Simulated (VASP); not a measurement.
# TiRuC2 with PBEsol + D4: from relaxation to properties, part 2 of 4

What structure does TiRuC2 take at this level, and what are its properties? The cell is invented: it takes the structure of a Materials Project entry for ZrTiC2 (space group 166 there), with some of its atoms replaced by other elements, volume scaled by an estimate. It may not be a known or stable phase. Left out of this account: at least 1 further run (relaxation: not told here). The atoms of the start are displaced at random from the sites of a R-3m cell.

VASP 6.6.1, plane waves and PAW; the level of theory is named at each step.

Still holding for the runs below: The k-mesh is coarse for a metal.

So far. Step 2 (Rough relaxation of the start cell): It ends with a largest force of 0.037 eV/Å and a pressure of 0.14 GPa.

**3. Full relaxation (PBEsol + D4)**

Level of this step: PBEsol with D4; plane waves and PAW (Ru_pv, Ti_sv, C); invented cell (VASP).

Properties are meant for the cell that this level of theory prefers, so cell and atoms are relaxed first (ISIF = 3) until forces and stress are small; EDIFFG sets the threshold.

INCAR reads:

```
SYSTEM = TiRuC2
PREC = Accurate
ENCUT = 520
EDIFF = 1E-06
NELM = 100
ISMEAR = 0
SIGMA = 0.05
LREAL = .FALSE.
ALGO = Normal
GGA = PS
IVDW = 13
NBANDS = 23
LASPH = .TRUE.
LORBIT = 11
LWAVE = .FALSE.
LCHARG = .FALSE.
KPAR = 2
IBRION = 2
NSW = 60
ISIF = 3
EDIFFG = -0.01
```

POSCAR reads:

```
TiRuC2
1.0
    1.5405639500      0.8894450100      4.6692202000
   -1.5405639500      0.8894450100      4.6692202000
    0.0000000000     -1.7788900200      4.6692202000
Ru Ti C
1 1 2
Direct
    0.9997295430      0.9997295430      0.9997295430
    0.4999204210      0.4999204210      0.4999204210
    0.7485627290      0.7485627290      0.7485627290
    0.2522302940      0.2522302940      0.2522302940
```

KPOINTS reads:

```
Automatic mesh
0
Gamma
7 7 7
0 0 0
```

Potentials, in the order of the species: Ru_pv, Ti_sv and C (PBE family, release 64).

The cell reached was symmetrised within 0.01 Å before this step, which raises the operations from 1 to 6, which the run then keeps.

On the command line:

```console
> mpirun -np 2 vasp_std
```

The program printed:

```text
[banner, memory and clock lines left out]
running    2 mpi-ranks, on    1 nodes
 distrk:  each k-point on    1 cores,    2 groups
 distr:  one band on    1 cores,    1 groups

 POSCAR found type information on POSCAR RuTiC
 POSCAR found :  3 types and       4 ions
 [... a notice as in an earlier step ...]

 LDA part: xc-table for (Slater+PW92), standard interpolation
 POSCAR, INCAR and KPOINTS ok, starting setup
 FFT: planning ... GRIDC
 FFT: planning ... GRID_SOFT
 FFT: planning ... GRID
 WAVECAR not read
 entering main loop
       N       E                     dE             d eps       ncg     rms          rms(c)
DAV:   1     0.366065066164E+03    0.36607E+03   -0.18053E+04  2024   0.171E+03
DAV:   2    -0.141114979122E+02   -0.38018E+03   -0.36883E+03  2150   0.500E+02
DAV:   3    -0.447730089209E+02   -0.30662E+02   -0.29714E+02  3418   0.126E+02
DAV:   4    -0.462199256677E+02   -0.14469E+01   -0.14432E+01  2401   0.230E+01
DAV:   5    -0.462727863146E+02   -0.52861E-01   -0.52856E-01  2955   0.412E+00    0.358E+01
DAV:   6    -0.405639062738E+02    0.57089E+01   -0.60064E+01  2322   0.667E+01    0.131E+01
DAV:   7    -0.384450002043E+02    0.21189E+01   -0.13585E+01  2594   0.364E+01    0.907E+00
DAV:   8    -0.382283775272E+02    0.21662E+00   -0.62879E+00  2871   0.185E+01    0.655E+00
DAV:   9    -0.380957765056E+02    0.13260E+00   -0.66224E-01  2724   0.739E+00    0.162E+00
DAV:  10    -0.380929450385E+02    0.28315E-02   -0.57028E-02  2590   0.199E+00    0.545E-01
DAV:  11    -0.380922960257E+02    0.64901E-03   -0.16244E-02  2686   0.125E+00    0.205E-01
DAV:  12    -0.380921185694E+02    0.17746E-03   -0.19670E-03  2542   0.391E-01    0.625E-02
DAV:  13    -0.380921044635E+02    0.14106E-04   -0.14917E-04  2531   0.102E-01    0.167E-02
DAV:  14    -0.380921053775E+02   -0.91396E-06   -0.14233E-05  2587   0.260E-02    0.716E-03
DAV:  15    -0.380921047000E+02    0.67749E-06   -0.14583E-06  1258   0.120E-02
   1 F= -.38889488E+02 E0= -.38887200E+02  d E =-.388895E+02
 curvature:   0.00 expect dE= 0.000E+00 dE for cont linesearch  0.000E+00
 trial: gam= 0.00000 g(F)=  0.262E-02 g(S)=  0.274E-02 ort = 0.000E+00 (trialstep = 0.100E+01)
 search vector abs. value=  0.536E-02
 bond charge predicted
       N       E                     dE             d eps       ncg     rms          rms(c)
DAV:   1    -0.381064760932E+02   -0.14371E-01   -0.63612E-01  2024   0.762E+00    0.911E-01
DAV:   2    -0.381016159485E+02    0.48601E-02   -0.49469E-02  2046   0.208E+00    0.481E-01
DAV:   3    -0.380989380028E+02    0.26779E-02   -0.17083E-02  2696   0.119E+00    0.329E-01
DAV:   4    -0.380976491667E+02    0.12888E-02   -0.64398E-03  2814   0.651E-01    0.128E-01
DAV:   5    -0.380974818671E+02    0.16730E-03   -0.11184E-03  3098   0.295E-01    0.643E-02
DAV:   6    -0.380974882274E+02   -0.63603E-05   -0.97774E-05  2387   0.860E-02    0.261E-02
DAV:   7    -0.380974920270E+02   -0.37996E-05   -0.19690E-05  3192   0.250E-02    0.102E-02
DAV:   8    -0.380974920410E+02   -0.14000E-07   -0.16466E-06  1978   0.962E-03
   2 F= -.38892561E+02 E0= -.38890698E+02  d E =-.307379E-02
[...]
3 F= -.38892618E+02 E0= -.38890808E+02  d E =-.313019E-02
[...]
4 F= -.38892270E+02 E0= -.38890662E+02  d E =0.348028E-03
 trial-energy change:    0.000348  1 .order    0.000382   -0.002043    0.002806
 step:   0.4445(harm=  0.4340)  dis= 0.00123  next Energy=   -38.893061 (dE=-0.443E-03)
 bond charge predicted
       N       E                     dE             d eps       ncg     rms          rms(c)
DAV:   1    -0.381042575155E+02   -0.12635E-01   -0.19554E-01  2038   0.511E+00    0.881E-01
DAV:   2    -0.381019776759E+02    0.22798E-02   -0.78725E-02  2465   0.262E+00    0.602E-01
DAV:   3    -0.380964434189E+02    0.55343E-02   -0.25298E-02  2615   0.144E+00    0.197E-01
DAV:   4    -0.380958230280E+02    0.62039E-03   -0.46759E-03  2708   0.526E-01    0.967E-02
DAV:   5    -0.380957529392E+02    0.70089E-04   -0.83206E-04  3176   0.239E-01    0.377E-02
DAV:   6    -0.380957810630E+02   -0.28124E-04   -0.96707E-05  2369   0.633E-02    0.216E-02
DAV:   7    -0.380957939993E+02   -0.12936E-04   -0.43882E-05  2953   0.349E-02    0.108E-02
DAV:   8    -0.380957945161E+02   -0.51682E-06   -0.54595E-06  2519   0.176E-02
   5 F= -.38893067E+02 E0= -.38891351E+02  d E =-.449408E-03
 curvature:  -0.29 expect dE=-0.350E-05 dE for cont linesearch -0.269E-06
 trial: gam= 0.03465 g(F)=  0.924E-05 g(S)=  0.270E-05 ort =-0.496E-04 (trialstep = 0.913E+00)
 search vector abs. value=  0.117E-04
 reached required accuracy - stopping structural energy minimisation
```

Wall time 2 min (2 MPI ranks of Intel Xeon Platinum 8488C (Sapphire Rapids), shared host); peak memory 0.52 GiB; 3.9 min of CPU time.

OUTCAR, selected parts (step 3):

```text
  LATTYP: Found a trigonal (rhomboedric) cell.
 ALAT       =     4.9966055464
 COS(alpha) =     0.8098749570

 Subroutine GETGRP returns: Found  6 space group operations
 (whereof  6 operations were pure point group operations)

The static configuration has the point symmetry C_3v.

 Found     44 irreducible k-points:

   k-points           NKPTS =     44   k-points in BZ     NKDIM =     44   number of bands    NBANDS=     23

   dimension x,y,z NGX =    40 NGY =   40 NGZ =   40
   dimension x,y,z NGXF=    80 NGYF=   80 NGZF=   80

   ENCUT  =  520.0 eV  38.22 Ry    6.18 a.u.   9.29  9.29  9.29*2*pi/ulx,y,z

   NELECT =      34.0000    total number of electrons

 E-fermi :  11.4673

 k-point     1 :       0.0000    0.0000    0.0000
  band No.  band energies     occupation
    ...
     13       8.9133      2.00000
     14       8.9133      2.00000
     15      10.0872      2.00000
     16      11.3170      1.99998
     17      11.3170      1.99998
     18      11.8582      0.00000
     19      11.8582      0.00000
     20      12.4184      0.00000
     21      13.3012      0.00000
     22      13.3012      0.00000
    ...

 k-point     2 :       0.1429    0.0000    0.0000
  band No.  band energies     occupation
    ...
     13       8.1256      2.00000
     14       8.5433      2.00000
     15       9.2965      2.00000
     16      10.1288      2.00000
     17      11.1422      2.00000
     18      12.2052      0.00000
     19      12.5116      0.00000
     20      13.2379      0.00000
     21      13.6032      0.00000
     22      14.3674      0.00000
    ...

  DFT-D4 for vdW energy calculation

  Edisp (eV):   -0.79727

  Total       0.00704     0.00704     0.01117     0.00000     0.00000    -0.00000
  in kB       0.29363     0.29363     0.46591     0.00000     0.00000    -0.00000
  external pressure =        0.35 kB  Pullay stress =        0.00 kB

  energy-cutoff  :      520.00
  volume of cell :       38.42
      direct lattice vectors                 reciprocal lattice vectors
     1.536149970  0.886896597  4.699941807     0.325489054  0.187921193  0.070922864
    -1.536149970  0.886896597  4.699941807    -0.325489054  0.187921193  0.070922864
     0.000000000 -1.773793195  4.699941807     0.000000000 -0.375842386  0.070922864

 POSITION                                       TOTAL-FORCE (eV/Angst)
 -----------------------------------------------------------------------------------
      0.00000      0.00000     14.09643         0.000000      0.000000      0.007482
      0.00000      0.00000      7.04989         0.000000      0.000000      0.005823
      0.00000      0.00000     10.56446        -0.000000     -0.000000     -0.009206
      0.00000      0.00000      3.54503        -0.000000      0.000000     -0.004100
 -----------------------------------------------------------------------------------
    total drift:                                0.000000      0.000000     -0.000069

  FREE ENERGIE OF THE ION-ELECTRON SYSTEM (eV)
  ---------------------------------------------------
  free  energy   TOTEN  =       -38.8930672463 eV

  energy  without entropy=      -38.8896347912  energy(sigma->0) =      -38.89135102

 total charge
# of ion       s       p       d       tot
------------------------------------------
    1        0.350   6.386   6.077  12.813
    2        2.192   6.249   2.047  10.487
    3        0.882   1.495   0.000   2.377
    4        0.882   1.496   0.000   2.378
--------------------------------------------------
tot          4.307  15.625   8.124  28.055

[... 1 part as in an earlier step ...]

[... 7 further parts left out ...]
```

CONTCAR:

```
TiRuC2
   1.00000000000000
     1.5361499697962431    0.8868965973517763    4.6999418065647962
    -1.5361499697962431    0.8868965973517763    4.6999418065647962
     0.0000000000000000   -1.7737931947035526    4.6999418065647962
  Ru              Ti              C
     1     1     2
Direct
     0.9997592223747315    0.9997592223747315    0.9997592223747315
     0.4999985729458946    0.4999985729458946    0.4999985729458946
     0.7492614185709641    0.7492614185709641    0.7492614185709641
     0.2514237731084092    0.2514237731084092    0.2514237731084092
```

The run keeps the 6 symmetry operations of its start, so it cannot find a distortion of lower symmetry.

Step by step:

```csv
step,energy less that of the first step (eV),largest force (eV/Å),pressure (GPa),volume (Å³)
1,0.0000,0.1737,0.39,38.39
2,-0.0031,0.0373,-0.76,38.52
3,-0.0031,0.0166,-0.92,38.54
4,-0.0028,0.0256,1.30,38.27
5,-0.0036,0.0092,0.04,38.42
```

| conventional cell, symmetrised | before | after | change |
| --- | --- | --- | --- |
| a (Å) | 3.081 | 3.072 | -0.3 % |
| b (Å) | 3.081 | 3.072 | -0.3 % |
| c (Å) | 14.008 | 14.100 | +0.7 % |
| volume (Å³/atom) | 9.60 | 9.60 | +0.1 % |

The atoms that moved most (Å, as changes of fractional coordinates times the final cell):

```csv
atom,dx,dy,dz,length
C4,0.000,0.000,-0.011,0.011
C3,0.000,0.000,0.010,0.010
```

Final coordinates:

```xyz
4
Lattice="1.5361 0.8869 4.6999 -1.5361 0.8869 4.6999 0.0000 -1.7738 4.6999" Properties=species:S:1:pos:R:3 pbc="T T T"
Ru    0.0000    0.0000   14.0964
Ti    0.0000    0.0000    7.0499
C     0.0000    0.0000   10.5645
C     0.0000    0.0000    3.5450
```

Numbers from this step:

```yaml
irreducible_k_points: 44
symmetry_operations: 6
free_energy_toten: -38.89 eV
energy_at_zero_smearing: -38.89 eV
pressure: 0.03511 GPa
scf_cycles_over_all_ionic_steps: 46
```

It ends with a largest force of 0.009 eV/Å and a pressure of 0.04 GPa.

**4. Density, ELF and potential (PBEsol + D4)**

A single point on the relaxed cell gives a clean self-consistent state, with density, ELF and potential written out.

Edit INCAR of step 3 so:

```diff
@@ -15,7 +15,5 @@
 LWAVE = .FALSE.
-LCHARG = .FALSE.
-KPAR = 2
-IBRION = 2
-NSW = 60
-ISIF = 3
-EDIFFG = -0.01
+LCHARG = .TRUE.
+ISIF = 2
+LELF = .TRUE.
+LVHAR = .TRUE.
```

POSCAR reads:

```
TiRuC2
1.0
    1.5361499698      0.8868965974      4.6999418066
   -1.5361499698      0.8868965974      4.6999418066
    0.0000000000     -1.7737931947      4.6999418066
Ru Ti C
1 1 2
Direct
    0.9997592224      0.9997592224      0.9997592224
    0.4999985729      0.4999985729      0.4999985729
    0.7492614186      0.7492614186      0.7492614186
    0.2514237731      0.2514237731      0.2514237731
```

KPOINTS is that of step 3.

On the command line:

```console
> mpirun -np 2 vasp_std
```

The program printed:

```text
[banner, memory and clock lines left out]
running    2 mpi-ranks, on    1 nodes
 distrk:  each k-point on    2 cores,    1 groups
 distr:  one band on    1 cores,    2 groups

 POSCAR found type information on POSCAR RuTiC
 POSCAR found :  3 types and       4 ions
 [... a notice as in an earlier step ...]

 LDA part: xc-table for (Slater+PW92), standard interpolation
|                                                                             |
|           W    W    AA    RRRRR   N    N  II  N    N   GGGG   !!!           |
|           W    W   A  A   R    R  NN   N  II  NN   N  G    G  !!!           |
|           W    W  A    A  R    R  N N  N  II  N N  N  G       !!!           |
|           W WW W  AAAAAA  RRRRR   N  N N  II  N  N N  G  GGG   !            |
|           WW  WW  A    A  R   R   N   NN  II  N   NN  G    G                |
|           W    W  A    A  R    R  N    N  II  N    N   GGGG   !!!           |
|                                                                             |
|     The number of bands has been changed from the values supplied in        |
|     The orbitals not found in the WAVECAR file will be initialized with     |
|     random numbers, which is usually adequate. For correlated               |
|     calculations, however, you should redo the groundstate calculation.     |
|     I found NBANDS = 23. Now, NBANDS = 24.                                  |
|                                                                             |

 POSCAR, INCAR and KPOINTS ok, starting setup
 FFT: planning ... GRIDC
 FFT: planning ... GRID_SOFT
 FFT: planning ... GRID
 WAVECAR not read
 entering main loop
       N       E                     dE             d eps       ncg     rms          rms(c)
DAV:   1     0.358598393808E+03    0.35860E+03   -0.17806E+04  2112   0.164E+03
DAV:   2    -0.172134258927E+02   -0.37581E+03   -0.36294E+03  2320   0.479E+02
DAV:   3    -0.449791771005E+02   -0.27766E+02   -0.27033E+02  3320   0.118E+02
DAV:   4    -0.463039146032E+02   -0.13247E+01   -0.13221E+01  2640   0.217E+01
DAV:   5    -0.463363689693E+02   -0.32454E-01   -0.32452E-01  3048   0.309E+00    0.357E+01
DAV:   6    -0.407454775020E+02    0.55909E+01   -0.52980E+01  2368   0.644E+01    0.135E+01
DAV:   7    -0.385048067400E+02    0.22407E+01   -0.13497E+01  2632   0.358E+01    0.939E+00
DAV:   8    -0.382345656688E+02    0.27024E+00   -0.57247E+00  2816   0.180E+01    0.659E+00
DAV:   9    -0.380970061689E+02    0.13756E+00   -0.59542E-01  2752   0.737E+00    0.159E+00
DAV:  10    -0.380967012692E+02    0.30490E-03   -0.49794E-02  2576   0.176E+00    0.551E-01
DAV:  11    -0.380957261924E+02    0.97508E-03   -0.11353E-02  2672   0.107E+00    0.172E-01
DAV:  12    -0.380958181749E+02   -0.91983E-04   -0.71189E-04  2688   0.244E-01    0.545E-02
DAV:  13    -0.380958081412E+02    0.10034E-04   -0.91184E-05  2720   0.760E-02    0.159E-02
DAV:  14    -0.380958083784E+02   -0.23718E-06   -0.66933E-06  2424   0.233E-02
   1 F= -.38893081E+02 E0= -.38891367E+02  d E =-.342863E-02
```

It took 36 s on 2 MPI ranks; peak memory 0.39 GiB; 69 s of CPU time.

OUTCAR, selected parts (step 4):

```text
  LATTYP: Found a trigonal (rhomboedric) cell.
 ALAT       =     5.0235241902
 COS(alpha) =     0.8129833676

The static configuration has the point symmetry C_3v.

 Found     44 irreducible k-points:

   k-points           NKPTS =     44   k-points in BZ     NKDIM =     44   number of bands    NBANDS=     24

   ENCUT  =  520.0 eV  38.22 Ry    6.18 a.u.   9.34  9.34  9.34*2*pi/ulx,y,z

   NELECT =      34.0000    total number of electrons

 E-fermi :  11.4675

 k-point     1 :       0.0000    0.0000    0.0000
  band No.  band energies     occupation
    ...
     13       8.9136      2.00000
     14       8.9136      2.00000
     15      10.0874      2.00000
     16      11.3170      1.99998
     17      11.3170      1.99998
     18      11.8582      0.00000
     19      11.8582      0.00000
     20      12.4184      0.00000
     21      13.3011      0.00000
     22      13.3011      0.00000
    ...

 k-point     2 :       0.1429    0.0000    0.0000
  band No.  band energies     occupation
    ...
     13       8.1258      2.00000
     14       8.5435      2.00000
     15       9.2965      2.00000
     16      10.1289      2.00000
     17      11.1422      2.00000
     18      12.2053      0.00000
     19      12.5117      0.00000
     20      13.2379      0.00000
     21      13.6032      0.00000
     22      14.3675      0.00000
    ...

  DFT-D4 for vdW energy calculation

  Edisp (eV):   -0.79727

  Total      -0.01445    -0.01445    -0.00604    -0.00000    -0.00000     0.00000
  in kB      -0.60239    -0.60239    -0.25187    -0.00000    -0.00000     0.00000
  external pressure =       -0.49 kB  Pullay stress =        0.00 kB

 POSITION                                       TOTAL-FORCE (eV/Angst)
 -----------------------------------------------------------------------------------
      0.00000      0.00000     14.09643         0.000000      0.000000      0.007506
      0.00000      0.00000      7.04989         0.000000      0.000000      0.005855
      0.00000      0.00000     10.56446         0.000000     -0.000000     -0.009084
      0.00000      0.00000      3.54503         0.000000     -0.000000     -0.004277
 -----------------------------------------------------------------------------------
    total drift:                               -0.000000      0.000000      0.000040

  FREE ENERGIE OF THE ION-ELECTRON SYSTEM (eV)
  ---------------------------------------------------
  free  energy   TOTEN  =       -38.8930811086 eV

  energy  without entropy=      -38.8896524783  energy(sigma->0) =      -38.89136679

[... 4 parts as in an earlier step ...]

[... 7 further parts left out ...]
```

This step gave:

```yaml
scf_cycles: 14
bands: 24
pressure: -0.04855 GPa
```

Valence electrons inside each PAW sphere by angular momentum. Sphere charges, by row:

```csv
atom,s (e),p (e),d (e),tot (e)
Ru1,0.35,6.386,6.077,12.81
Ti2,2.192,6.249,2.047,10.49
C3,0.882,1.495,0,2.377
C4,0.882,1.496,0,2.378
```

ELF in the ac plane at fractional y = 0.251, with atoms of C within 0.2 Å of it. It is the smooth field of the valence electrons, not physical close to the nuclei.

Ten even steps from '0' (0.08) to '9' (0.77), each cell a mean:
```
22101368633542
32200012432454
43210011012245
33221023200222
22211113430143
75211111342147
99741011122127
98785201101115
89337621110002
49702761122100
16972584222210
11599897333222
21137999524422
```
Columns run along a (5.0 Å), rows up along c (5.0 Å). Atoms in or near the plane, at fractional coordinates: C at (0.25, 0.25).

Valence density in the ac plane at fractional y = 0.251, with atoms of C within 0.2 Å of it. It is the smooth field of the valence electrons, not physical close to the nuclei.

Ten even steps from '_' (0.2 e/Å³) to '@' (2.7 e/Å³), each cell a mean:
```
..__________........--%%@@==
==..________..______..==@@@@
**::________::::______..==%%
==--..______::++--..____..::
..::..______..++%%==..____..
......________..++##--..__..
::--::..________..--==::....
::====::..__________....__..
..==++++--..________________
__::==++==--..______________
____::==++++--........______
______..--====::..::--::..__
________..::::::..::++**--..
```
Columns run along a (5.0 Å), rows up along c (5.0 Å). Atoms in or near the plane, at fractional coordinates: C at (0.25, 0.25).

Electrostatic potential energy in the ac plane at fractional y = 0.251, with atoms of C within 0.2 Å of it. With pseudopotentials it is smooth inside the atoms' cores, unlike the true potential.

Ten even steps from '_' (-42 eV) to '@' (1 eV), each cell a mean:
```
##@@@@@@@@%%%%%%@@%%--____::
--##@@@@%%####%%@@@@##--____
..++%%@@%%**==++##@@@@##--__
--==##@@@@##==..--**@@@@%%++
##**##@@@@@@##::__::**@@@@%%
%%%%%%@@@@@@@@**::__--##@@@@
##**##@@@@@@@@@@**--::++%%%%
##....++@@@@@@@@@@%%**++##%%
%%--__..--%%@@@@@@@@%%%%%%@@
@@%%::++----%%@@@@@@@@@@@@@@
@@@@##::..__++@@%%##%%@@@@@@
@@@@@@%%--__--%%%%++==**%%@@
@@@@@@@@@@##**%%%%++::..==##
```
Columns run along a (5.0 Å; values clipped at the 3rd and 97th percentile), rows up along c (5.0 Å). Atoms in or near the plane, at fractional coordinates: C at (0.25, 0.25).

In this run the pressure is -0.05 GPa, small enough to go on; single stress components reach 0.06 GPa.

(Part 2 of 4 ends here.)

[Lines on the potential files, build, host, timing and source positions are cut from VASP's logs without a mark.]

[Logs are printed without paths, hosts, clocks, repeated set-up lines and the standing remarks that a program may print on its own settings, such as how far it seeks lower states.]

[Hosts, paths, dates, database ids (printed as entryN), source tags and the programs' standing remarks are cut or masked in the printed files.]

[A measured line is paired with the nearest computed mode of its activity, which favours agreement.]

[In band tables of VASP the shares of atoms and orbitals are scaled to a sum of 1 inside the atoms' spheres.]
